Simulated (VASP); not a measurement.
# B2SbIr2 (P1) in VASP: single point with PBE

Aim: the single point of B2SbIr2 with PBE.

Everything below comes from runs of VASP 6.6.1. Logs are shortened: lines on timing, memory, paths and dates and some standing lists are left out, and cuts for length are marked.

## (1) The structure

The typed cell holds 5 atoms: a = 3.786 Å, b = 3.794 Å, c = 6.158 Å, α = 71.02°, β = 72.07°, γ = 90.10°.

The cell was built by a generator and needn't be a form met in nature.

## (2) Single point, PBE

INCAR

```
  PREC = Accurate
  ENCUT = 520
  EDIFF = 1E-7
  ISMEAR = -1
  SIGMA = 0.1
  LREAL = False
  LASPH = True
  NELM = 100
  ALGO = Normal
  ISIF = 2
  LWAVE = False
  LCHARG = False
  GGA = PE
  NBANDS = 22
```

KPOINTS

```
regular mesh
0
Gamma
  5 5 3
```

POSCAR

```
B2SbIr2
1.0
   -0.0034070000      3.7857260000     -0.0021020000
    3.7935520000     -0.0034070000     -0.0377150000
    1.9497380000      1.8942060000     -5.5250160000
Ir B Sb
2 2 1
Direct
    0.7559400000      0.2364610000      0.4962960000
    0.2427540000      0.7400400000      0.5091060000
    0.3817070000      0.3912370000      0.2491710000
    0.6109970000      0.6176270000      0.7472530000
    0.9936190000      0.0068410000      0.9980760000
```

Potentials or basis: VASP PAW PBE potentials, release 64 (Ir, B, Sb).

Command:

```
cat potpaw_PBE.64/Ir/POTCAR potpaw_PBE.64/B/POTCAR potpaw_PBE.64/Sb/POTCAR > POTCAR
mpirun -np 1 vasp_std > vasp.out
```

OUTCAR:

```text
PREC = Accurate
   ENCUT = 520
   EDIFF = 1E-7
   ISMEAR = -1
   LREAL = False
   LASPH = True
   NELM = 100
   ISIF = 2
   GGA = PE

 ion  position               nearest neighbor table
   1  0.756  0.236  0.496-   4 2.31   3 2.33   3 2.34   4 2.39   2 2.64   2 2.67   2 2.69   2 2.73
                             5 3.32   5 3.33   5 3.35   5 3.37
   2  0.243  0.740  0.509-   4 2.26   3 2.33   4 2.34   3 2.42   1 2.64   1 2.67   1 2.69   1 2.73
                             5 3.24   5 3.35   5 3.38   5 3.40
   3  0.382  0.391  0.249-   1 2.33   2 2.33   1 2.34   2 2.42   5 2.94
   4  0.611  0.618  0.747-   2 2.26   1 2.31   2 2.34   1 2.39   5 2.94
   5  0.994  0.007  0.998-   3 2.94   4 2.94   2 3.24   1 3.32   1 3.33   2 3.35   1 3.35   1 3.37
                             2 3.38   2 3.40

  LATTYP: Found a triclinic cell.
 ALAT       =     8.0679464568
 B/A-ratio  =     0.4702238698
 C/A-ratio  =     0.4692306942
 COS(alpha) =     0.0017924519
 COS(beta)  =     0.2366300014
 COS(gamma) =     0.6921979500

  Lattice vectors:

 A1 = (  -5.6373660000,   1.9010200000,  -5.4495860000)
 A2 = (  -3.7935520000,   0.0034070000,   0.0377150000)
 A3 = (  -0.0034070000,   3.7857260000,  -0.0021020000)

Analysis of symmetry for initial positions (statically):
=====================================================================
 Subroutine PRICEL returns:
 Original cell was already a primitive cell.

 Routine SETGRP: Setting up the symmetry group for a
 triclinic supercell.

 Subroutine GETGRP returns: Found  1 space group operations
 (whereof  1 operations were pure point group operations)
 out of a pool of  2 trial point group operations.

The static configuration has the point symmetry C_1 .

Analysis of symmetry for dynamics (positions and initial velocities):
=====================================================================
 Subroutine PRICEL returns:
 Original cell was already a primitive cell.

 Routine SETGRP: Setting up the symmetry group for a
 triclinic supercell.

 Subroutine GETGRP returns: Found  1 space group operations
 (whereof  1 operations were pure point group operations)
 out of a pool of  2 trial point group operations.

The dynamic configuration has the point symmetry C_1 .

 Subroutine INISYM returns: Found  1 space group operations
 (whereof  1 operations are pure point group operations),
 and found     1 'primitive' translations
[... 93 lines left out ...]
   ISTART =      0    job   : 0-new  1-cont  2-samecut
   ICHARG =      2    charge: 1-file 2-atom 10-const
   ISPIN  =      1    spin polarized calculation?
   LNONCOLLINEAR =      F non collinear calculations
   LSORBIT =      F    spin-orbit coupling
   LASPH  =      T    aspherical Exc in radial PAW
   ENCUT  =  520.0 eV  38.22 Ry    6.18 a.u.   7.04  7.05 11.45*2*pi/ulx,y,z
   NELM   =    100;   NELMIN=  2; NELMDL= -5     # of ELM steps
   EDIFF  = 0.1E-06   stopping-criterion for ELM
   LREAL  =      F    real-space projection
   EDIFFG = 0.1E-05   stopping-criterion for IOM
   NSW    =      0    number of steps for IOM
   IBRION =     -1    ionic relax: 0-MD 1-quasi-New 2-CG
   NFREE  =      0    steps in history (QN), initial steepest desc. (CG)
   ISIF   =      2    stress and relaxation
   ISYM   =      2    0-nonsym 1-usesym 2-fastsym
   POTIM  = 0.5000    time-step for ionic-motion
   TEBEG  =    0.0;   TEEND  =   0.0 temperature during run
   PSTRESS=    0.0 pullay stress
   NELECT =      29.0000    total number of electrons
   NUPDOWN=      -1.0000    fix difference up-down
   EMIN   =  10.00;   EMAX   =-10.00  energy-range for DOS
   EFERMI =   0.00;   METHOD = LEGACY
   ISMEAR =    -1;   SIGMA  =   0.10  broadening in eV -4-tet -1-fermi 0-gaus
   EFERMI_NEDOS =   21; number of points for ismear=-14 and -15
   IALGO  =     38    algorithm
   IMIX   =      4    mixing-type and parameters
     AMIX     =   0.40;   BMIX     =  1.00
     AMIX_MAG =   1.60;   BMIX_MAG =  1.00
  volume/ion in A,a.u.               =      15.81       106.70
  Fermi-wavevector in a.u.,A,eV,Ry     =   1.171930  2.214626 18.686507  1.373420
  Thomas-Fermi vector in A             =   2.308366
   LORBIT       =      0    0 simple, 1 ext, 2 COOP (PROOUT), +10 PAW based schemes
   GGA     = PE    functional components
   LHFCALC =     F    Hartree Fock is set to
   AEXX    =    0.0000 exact exchange contribution
   IVDW    =     0    specifies the selected vdW correction
   LEPSILON=     F    determine dielectric tensor
   LRPA    =     F    only Hartree local field effects (RPA)
 non-spin polarized calculation
  energy-cutoff  :      520.00
  volume of cell :       79.05
 maximum number of plane-waves:      2142
   NGX = 15   NGY = 15   NGZ = 23

 number of electron      29.0000000 magnetization

 Free energy of the ion-electron system (eV)
  ---------------------------------------------------
  ext. energy  EPLUGINS =         0.00000000
  ---------------------------------------------------
  free energy    TOTEN  =       -32.30825295 eV

  energy without entropy =      -32.19770529  energy(sigma->0) =      -32.25297912

 E-fermi :   7.2800     XC(G=0): -11.5366

 val. band max:        7.2731155605   @ k =  -0.0000   0.2000  -0.0000
 cond. band min:       7.2862096943   @ k =  -0.4000   0.2000  -0.0000
 fundamental gap:      0.0130941338
 Fermi energy:         7.2799889615

 k-point     1 :       0.0000    0.0000    0.0000
  band No.  band energies     occupation
      1      -4.7288      2.00000
      2      -0.8626      2.00000
      3      -0.5390      2.00000
      4       1.8340      2.00000
      5       2.0228      2.00000
      6       2.3201      2.00000
[... 589 lines left out ...]
     21      11.2238      0.00000
     22      12.2777      0.00000

 [... further k-points ...]
[... 5 lines left out ...]
  --------------------------------------------------------------------------------------
  -------------------------------------------------------------------------------------
  Total       -3.8968049     -4.4288524    -14.5248908      0.0644281     -0.1863151      0.0677881
  in kB      -78.9771742    -89.7602658   -294.3783057      1.3057741     -3.7760785      1.3738718
  external PRESSURE =    -154.3719153 kB  Pullay stress =       0.0000000 kB

 VOLUME and BASIS-vectors are now :
 -----------------------------------------------------------------------------
  energy-cutoff  :      520.00
  volume of cell :       79.05
      direct lattice vectors                 reciprocal lattice vectors
    -0.003407000  3.785726000 -0.002102000     0.001141814  0.264201671  0.090982294
     3.793552000 -0.003407000 -0.037715000     0.264534536  0.000289959  0.093451726
     1.949738000  1.894206000 -5.525016000    -0.001806207 -0.000102495 -0.181667488

 POSITION                                       TOTAL-FORCE (eV/Angst)
 -----------------------------------------------------------------------------------
      1.86210      3.80106     -2.75255         0.446732     -0.215835      0.510476
      3.79918      1.88083     -2.84124        -0.368310      0.163707     -0.400843
      1.96870      1.91569     -1.39223        -0.089821     -0.016056     -2.690134
      3.79787      3.72641     -4.15316        -0.073439      0.119422      2.555123
      1.96855      5.65211     -5.51673         0.084839     -0.051239      0.025378
 -----------------------------------------------------------------------------------
    total drift:                                0.000032     -0.000003      0.000011

  FREE ENERGIE OF THE ION-ELECTRON SYSTEM (eV)
  ---------------------------------------------------
  free  energy   TOTEN  =       -32.3082529490 eV

  energy  without entropy=      -32.1977052916  energy(sigma->0) =      -32.25297912
```

OSZICAR:

```text
N       E                     dE             d eps       ncg     rms          rms(c)
DAV:   1     0.196531738923E+03    0.19653E+03   -0.11601E+04  1672   0.115E+03
DAV:   2    -0.192396738251E+02   -0.21577E+03   -0.20130E+03  1684   0.304E+02
DAV:   3    -0.340557156063E+02   -0.14816E+02   -0.13792E+02  2164   0.765E+01
DAV:   4    -0.345654960691E+02   -0.50978E+00   -0.50555E+00  1950   0.153E+01
DAV:   5    -0.345794458091E+02   -0.13950E-01   -0.13932E-01  2222   0.226E+00    0.199E+01
DAV:   6    -0.330406100509E+02    0.15388E+01   -0.10792E+01  2424   0.289E+01    0.779E+00
DAV:   7    -0.324515899646E+02    0.58902E+00   -0.47626E+00  2402   0.176E+01    0.517E+00
DAV:   8    -0.323153973602E+02    0.13619E+00   -0.43815E-01  2150   0.637E+00    0.151E+00
DAV:   9    -0.323092592688E+02    0.61381E-02   -0.42463E-02  2106   0.152E+00    0.353E-01
DAV:  10    -0.323087527389E+02    0.50653E-03   -0.59950E-03  2310   0.897E-01    0.208E-01
DAV:  11    -0.323082770272E+02    0.47571E-03   -0.26088E-03  2290   0.601E-01    0.639E-02
DAV:  12    -0.323082507082E+02    0.26319E-04   -0.25909E-04  2044   0.155E-01    0.248E-02
DAV:  13    -0.323082533896E+02   -0.26813E-05   -0.26641E-05  1960   0.331E-02    0.878E-03
DAV:  14    -0.323082534134E+02   -0.23794E-07   -0.32177E-06  2100   0.180E-02    0.456E-03
DAV:  15    -0.323082529584E+02    0.45491E-06   -0.27839E-07  1200   0.466E-03    0.968E-04
DAV:  16    -0.323082529490E+02    0.94076E-08   -0.41345E-08   860   0.147E-03
   1 F= -.32308253E+02 E0= -.32252979E+02  d E =-.110548E+00
```

Wall time 54 s (1 thread of Intel Xeon 6975P-C (Granite Rapids), shared host); peak memory 0.2 GiB.

Results:

```yaml
Free_energy: -32.3083 eV
Pressure: -15.4 GPa
Largest_force: 2.692 eV/Å
Band_gap_on_the_k_mesh: none (metal or under the smearing width)
```

Forces on the atoms (eV/Å):
```
Ir   0.447 -0.216  0.510
Ir  -0.368  0.164 -0.401
B   -0.090 -0.016 -2.690
B   -0.073  0.119  2.555
Sb   0.085 -0.051  0.025
```

Levels at points of the mesh, in eV from the Fermi level:
```
           k point  band 10  band 11  band 12  band 13  band 14  band 15  band 16  band 17  band 18  band 19
(0.00, 0.00, 0.00)    -1.61    -1.33    -0.77     0.61     0.90     0.97     1.03     1.15     2.43     3.09
```

Caveat: the k mesh is coarse (spacing up to 0.38 Å⁻¹), so the values aren't converged; so large a pressure means that the cell lies far from this level's equilibrium, or that cutoff or potentials fall short; forces of over 1 eV/Å show positions far from the minimum, so gaps and moduli don't describe the material at rest. The run has no spin-orbit coupling, so splittings on Ir, Sb are missing.
